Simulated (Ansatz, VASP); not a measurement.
**Cross-check of Au (Au wire along [111], 19 atoms a period) between VASP and Ansatz**

Aim: how closely do two programs agree when they are given the same cell, functional and k mesh? Of the first pair: The structure shown is the start of the Ansatz relaxation below; VASP solves that cell, so the two are compared at the walk's first step.

Calculated with Ansatz 0.2.0; plane waves, with VASP 6.6.1 beside it; single point at PBE.

## Step 1: Set-up

The cell holds 19 atoms: 19 Au. Cell: a = 12.683 Å, b = 13.593 Å, c = 7.205 Å, α = 90.0°, β = 90.0°, γ = 90.0°. Vacuum lies along a and b. The structure's axis is c.

## Step 2: Ansatz: relaxation, PBE

Ansatz runs on its PAW soft_1 files.

The two programs are compared at the cell with which this relaxation starts, whose forces are those of its first step.

input.yaml

```yaml
crystal:
  lattice:
    - [12.683, 0.0, 0.0]
    - [0.0, 13.593, 0.0]
    - [0.0, 0.0, 7.2053313595]
  atoms:
    - { symbol: Au, position: [0.268075376, 0.500009253, 0.0] }
    - { symbol: Au, position: [0.38404022, 0.687419636, 0.0] }
    - { symbol: Au, position: [0.500005063, 0.500009253, 0.0] }
    - { symbol: Au, position: [0.615969906, 0.687419636, 0.0] }
    - { symbol: Au, position: [0.268075376, 0.624949508, 0.333333333] }
    - { symbol: Au, position: [0.38404022, 0.437539125, 0.333333333] }
    - { symbol: Au, position: [0.500005063, 0.624949508, 0.333333333] }
    - { symbol: Au, position: [0.500005063, 0.250128743, 0.333333333] }
    - { symbol: Au, position: [0.615969906, 0.437539125, 0.333333333] }
    - { symbol: Au, position: [0.731934749, 0.624949508, 0.333333333] }
    - { symbol: Au, position: [0.268075376, 0.375068998, 0.666666667] }
    - { symbol: Au, position: [0.38404022, 0.562479381, 0.666666667] }
    - { symbol: Au, position: [0.500005063, 0.375068998, 0.666666667] }
    - { symbol: Au, position: [0.500005063, 0.749889763, 0.666666667] }
    - { symbol: Au, position: [0.615969906, 0.562479381, 0.666666667] }
    - { symbol: Au, position: [0.731934749, 0.375068998, 0.666666667] }
    - { symbol: Au, position: [0.38404022, 0.31259887, 0.0] }
    - { symbol: Au, position: [0.615969906, 0.31259887, 0.0] }
    - { symbol: Au, position: [0.731934749, 0.500009253, 0.0] }
kpoints:
  mp_grid: { grid: [1, 1, 12] }
scf:
  occupations: { method: fermi_dirac, width: 0.05 }
hamiltonian:
  xc: pbe
  pseudopotentials: { kind: paw, azcp: { folder: soft_1 } }
relax:
  cell: { fix: [a, b, alpha, beta, gamma] }
  max_steps: 45
  f_tol: 0.03
```

Run with:

```bash
$ ansatz run input.yaml --threads 4 --pin off --max-ram 16384MiB --backend cpu --events-out ev --progress --plain --runs-dir out
```

Numbers of over 12 decimals in the logs are rounded to 6 here.

The program printed:

```text
Engine: ansatz 0.2.0, x86_64-unknown-linux-gnu
Pseudopotentials: kind: paw
Pseudopotential: Au, paw, valence charge 19, recommended cutoff 420 eV (normal), soft_1/Au.paw.azcp
Functional definition: PBE
  parameter kappa = 0.804
  parameter beta = 0.066725
  exchange = pbe_x(kappa = kappa, mu = beta*pi^2/3)
  correlation = pbe_c(beta = beta)
Crystal: 19 atoms, lattice volume = 1242.199 Å³
Basis set: ecut = 420 eV, 24219 PW (Γ), exchange–correlation on 180×192×100 points (8 copies of the dense FFT grid, shifted against one another)
Bands: 217, of which v1, the nominal top of the filled ones, is band 181 counted from 1 (180 counted from 0)
Symmetry: 4 space group operations
Space group: P2/m (ITA 10), of the structure as read, at distance tolerance 1.1e-4 Å
k-points: 7 of 12
Non-local potential: Au, projectors of the file, l = 0: 3, l = 1: 2, l = 2: 2, l = 3: 1
PAW form: soft (Blöchl's): semilocal exchange-correlation on the pseudo side does not see the compensation charge
PAW one-centre angular grid: Au, 590 points (default); XC on 64 Gauss nodes
Initial density: superposition of atomic densities (neutral atoms: chi_scale 0, normalization atom)
Initial wavefunctions: pseudopotential atomic-orbital guess
Functional: x = pbe(κ = 0.804, μ = 0.219515), c = pbe(β = 0.066725)
SCF iter   1: F=—  HF=-249864.398670 eV  |F-HF|=—  |Δ(HF+E_count)|=         —  Δρ=2.82e-2  dr2=1.23e1  ethr=3.10e-3  ⟨swp⟩=6.1  Hψ=5928  notcnv=0  defer=89
preconditioner: auto → LDOS  [metal: Δε(μ)=0.121 eV  Ē_g=6.874 eV  σ=0.050 eV  W_gap=0.44  n_scr=240 (ndim 8)  ℏωp=15.2 eV  f_vac=0.619  D(μ)=7.77/eV (n_scr^D=26)  β→1.0]
SCF iter   2: F=—  HF=-249864.850682 eV  |F-HF|=—  |Δ(HF+E_count)|=   4.52e-1  Δρ=3.02e-2  dr2=1.24e1  ethr=3.10e-3  ⟨swp⟩=3.0  Hψ=3215  notcnv=0  defer=172
SCF iter   3: F=—  HF=-249861.025047 eV  |F-HF|=—  |Δ(HF+E_count)|=    3.83e0  Δρ=2.40e-3  dr2=1.12e-1  ethr=3.10e-3  ⟨swp⟩=2.0  Hψ=2562  notcnv=0  defer=175
SCF iter   4: F=—  HF=-249861.009304 eV  |F-HF|=—  |Δ(HF+E_count)|=   1.57e-2  Δρ=1.22e-3  dr2=5.03e-2  ethr=3.11e-5  ⟨swp⟩=2.3  Hψ=2963  notcnv=0  defer=176
SCF iter   5: F=—  HF=-249861.002163 eV  |F-HF|=—  |Δ(HF+E_count)|=   7.14e-3  Δρ=3.42e-4  dr2=2.47e-3  ethr=1.39e-5  ⟨swp⟩=2.0  Hψ=2076  notcnv=0  defer=176
SCF iter   6: F=—  HF=-249861.002724 eV  |F-HF|=—  |Δ(HF+E_count)|=   5.61e-4  Δρ=1.13e-4  dr2=2.84e-4  ethr=6.84e-7  ⟨swp⟩=2.0  Hψ=2056  notcnv=0  defer=176
SCF iter   7: F=—  HF=-249861.002796 eV  |F-HF|=—  |Δ(HF+E_count)|=   7.20e-5  Δρ=2.80e-5  dr2=1.77e-5  ethr=7.87e-8  ⟨swp⟩=2.3  Hψ=2136  notcnv=0  defer=176
SCF iter   8: F=—  HF=-249861.002010 eV  |F-HF|=—  |Δ(HF+E_count)|=   7.87e-4  Δρ=1.22e-5  dr2=2.45e-6  ethr=4.90e-9  ⟨swp⟩=2.3  Hψ=2085  notcnv=0  defer=176
SCF iter   9: F=—  HF=-249861.002010 eV  |F-HF|=—  |Δ(HF+E_count)|=   5.99e-7  Δρ=3.81e-6  dr2=1.71e-7  ethr=6.79e-10  ⟨swp⟩=2.9  Hψ=2349  notcnv=0  defer=176
SCF iter  10: F=-249861.002010 eV  HF=-249861.002010 eV  |F-HF|=5.53e-9  |Δ(HF+E_count)|=   7.53e-8  Δρ=1.22e-6  dr2=1.76e-8  ethr=2.77e-11  ⟨swp⟩=4.9  Hψ=5201  notcnv=0
SCF 1 converged in 10 iterations: F = -249861.002010 eV  dr2 = 1.76e-8
  greatest PAW one-centre occupation: 1.000 electrons in one spin orbital (limit 2), on the Au atom at site 12 (counted from 0), in its partial waves of l = 0
relax step   1: F+E_penalty+E_count = -249861.00201026 eV  Δ(F+E_penalty+E_count) = +0.000e0 eV  max|allowed force component| = 1.008e0 eV/Å  Δτ_max = 0.0000 Å  P = -2.202 GPa  Ω = 1242.199 Å³  fix = [a, b, alpha, beta, gamma]  reactions: a -1.590, b -1.564 GPa; alpha +0.000 GPa/rad  (10 SCF iters, dr2 threshold 1.00e-7 eV, accepted)
[...]
relax step   3: F+E_penalty+E_count = -249862.67955294 eV  Δ(F+E_penalty+E_count) = -2.872e-1 eV  max|allowed force component| = 9.154e-2 eV/Å  Δτ_max = 0.1260 Å  P = -0.276 GPa  Ω = 1190.176 Å³  energy of the carried Pulay correction = +4.870e-3 eV  fix = [a, b, alpha, beta, gamma]  reactions: a -0.282, b -0.242 GPa; alpha -0.002 GPa/rad  (7 SCF iters, dr2 threshold 1.90e-6 eV, accepted)
[...]
relax step   4: F+E_penalty+E_count = -249862.68761324 eV  Δ(F+E_penalty+E_count) = -8.060e-3 eV  max|allowed force component| = 1.381e-2 eV/Å  Δτ_max = 0.0113 Å  P = -0.024 GPa  Ω = 1186.772 Å³  energy of the carried Pulay correction = +5.201e-3 eV  fix = [a, b, alpha, beta, gamma]  reactions: a -0.075, b -0.034 GPa; alpha -0.001 GPa/rad  (5 SCF iters, dr2 threshold 5.24e-7 eV, accepted)
[...]
relax step   5: F+E_penalty+E_count = -249862.68183864 eV  Δ(F+E_penalty+E_count) = +5.775e-3 eV  max|allowed force component| = 1.402e-2 eV/Å  Δτ_max = 0.0000 Å  P = -0.023 GPa  Ω = 1186.772 Å³  fix = [a, b, alpha, beta, gamma]  reactions: a -0.074, b -0.032 GPa; alpha -0.001 GPa/rad  stress off target by 3.62e-2 GPa on what of the cell is left free  SCF on the basis re-selected at this cell (its energy is not comparable with the rows above)  (7 SCF iters)
basis re-selected at this cell: Δ(F+E_penalty+E_count) = +5.775e-3 eV, ΔP = +0.001 GPa vs the last step (what re-selecting the basis moved, of the pressure what is left beyond the Pulay correction that the steps carried, after the strain that the cell walked since its last selection, with what the two solves' SCF thresholds leave and, on support functions, any second-order correction that the steps lacked; it is no measure of the basis error at this ecutwfc). The dense FFT grid was sized anew with the basis: this SCF ran on 90×96×48 points, the steps before it on 90×96×50, so part of this shift can come from that change (see relax.cell in the input reference). [rest of the remark cut]
SCF converged after 7 iterations
Free energy (F): -249862.681839 eV
Harris-Foulkes:  -249862.681839 eV  (|F-HF|=8.73e-11)
Internal energy: -249862.646080 eV  (E = F + TS)
E sigma→0 (E₀):  -249862.663959 eV
Entropy (-TS):   -0.035759 eV (-1.882 meV/atom)
Fermi energy:    1.837457 eV
--- Per-component energies (eV) ---
  E_band       = -10428.136411
  E_kinetic    = 10981.246478
  E_local      = -202915.503692  (includes V_loc(G=0)·N_el)
  E_nonlocal   = 1868.029375
  E_hartree    = 96062.939355
  E_xc         = -4071.728533
  E_vxc        = -4939.868310  (∫ρ·V_xc dr)
  E_paw        = -184910.896930  (= ΣΔE_a)
  E_vpaw       = -7547.951165  (= ΣTr[D̂ρ^β])
  E_aug_tail   = 0.030821  (compensation charges beyond the density's cutoff)
  E_ewald      = 33123.237047
  E_smearing   = -0.035759  (= −TS)
  E_closure    = -0.000000  (closes the sum)
  Σ components = -249862.681839   (vs F -249862.681839, Δ=0.00e0)
--- Forces (eV/Å), atoms counted from 1 ---
  atom   1  Au     0.00744550     0.00000000     0.00000000
  atom   2  Au     0.00321265    -0.00729353     0.00023547
  atom   3  Au     0.00000000     0.00000000     0.00000000
  atom   4  Au    -0.00321265    -0.00729353     0.00023547
  atom   5  Au    -0.00279312     0.00332903     0.01402469
  atom   6  Au     0.00925046     0.00505437    -0.00851515
  atom   7  Au     0.00000000    -0.01201385    -0.00808939
  atom   8  Au     0.00000000    -0.00340385     0.01241525
  atom   9  Au    -0.00925046     0.00505437    -0.00851515
  atom  10  Au     0.00279312     0.00332903     0.01402469
  atom  11  Au    -0.00279312    -0.00332903    -0.01402469
  atom  12  Au     0.00925046    -0.00505437     0.00851515
  atom  13  Au     0.00000000     0.01201385     0.00808939
  atom  14  Au     0.00000000     0.00340385    -0.01241525
  atom  15  Au    -0.00925046    -0.00505437     0.00851515
  atom  16  Au     0.00279312    -0.00332903    -0.01402469
  atom  17  Au     0.00321265     0.00729353    -0.00023547
  atom  18  Au    -0.00321265     0.00729353    -0.00023547
  atom  19  Au    -0.00744550     0.00000000     0.00000000
  max |Σ_I F_I| component: 5.01e-18 eV/Å
--- Stress (GPa, compression-positive) ---
       -0.074182       0.000000       0.000000
        0.000000      -0.032202       0.001252
        0.000000       0.001252       0.036156
  P = ⅓ Tr σ = -0.0234 GPa (-0.234 kbar)
--- Relaxed structure (4 steps of the walk, 4 accepted, 1 SCFs on fresh bases) ---
  F+E_penalty+E_count = -249862.68183864 eV   max|allowed force component| = 1.402e-2 eV/Å   (the final SCF, on the basis selected at the relaxed cell)
  cell:  # Å, volume = 1186.7717 Å³
    - [12.683, 0.0, 0.0]
    - [0.0, 13.593, 0]
    - [0.0, 0, 6.883826]
  atoms:
    - { symbol: Au, position: [0.270011, 0.500009, 0] }
    - { symbol: Au, position: [0.385138, 0.685519, 0.000274946] }
    - { symbol: Au, position: [0.500005, 0.500009, 0] }
    - { symbol: Au, position: [0.614872, 0.685519, 0.000274946] }
    - { symbol: Au, position: [0.277861, 0.619440, 0.317643] }
    - { symbol: Au, position: [0.371125, 0.430576, 0.339986] }
    - { symbol: Au, position: [0.500005, 0.638805, 0.340312] }
    - { symbol: Au, position: [0.500005, 0.260870, 0.317229] }
    - { symbol: Au, position: [0.628885, 0.430576, 0.339986] }
    - { symbol: Au, position: [0.722150, 0.619440, 0.317643] }
    - { symbol: Au, position: [0.277861, 0.380579, 0.682357] }
    - { symbol: Au, position: [0.371125, 0.569443, 0.660014] }
    - { symbol: Au, position: [0.500005, 0.361213, 0.659688] }
    - { symbol: Au, position: [0.500005, 0.739149, 0.682771] }
    - { symbol: Au, position: [0.628885, 0.569443, 0.660014] }
    - { symbol: Au, position: [0.722150, 0.380579, 0.682357] }
    - { symbol: Au, position: [0.385138, 0.314500, -0.000274946] }
    - { symbol: Au, position: [0.614872, 0.314500, -0.000274946] }
    - { symbol: Au, position: [0.729999, 0.500009, 0] }
```

[end of part 1 of 3]

[Lines on the potential files, build, host, timing and source positions are cut from VASP's logs without a mark.]

[Logs are printed without paths, hosts, clocks, repeated set-up lines and the standing remarks that a program may print on its own settings, such as how far it seeks lower states.]

[Hosts, paths, dates, database ids (printed as entryN), source tags and the programs' standing remarks are cut or masked in the printed files.]
